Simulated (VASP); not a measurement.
Computed with revPBE GGA, VASP's PBE PAW potentials (set 64) (plane waves; VASP). For the first row: Run with 520 eV cut-off, 8×8×8 Γ-centred mesh, first-order Methfessel-Paxton smearing of 0.10 eV, potentials Mg Sn_d.

```csv
system,energy (eV/atom)
Mg2Sn (antifluorite),-2.2739
Mg atom,-0.0065
Sn atom,-0.7397
```

Atoms are spin-polarised in a large box without symmetry, with the spin fixed by Hund's rule, and may not be in the lowest state of each functional; no zero-point energy is added.

Problem. What is the cohesive energy per atom of Mg2Sn?

Solution. The references average (2×(-0.0065) + 1×(-0.7397))/3 = -0.2509 eV, so the cohesive energy is -0.2509 − (-2.2739) = 2.023 eV/atom.
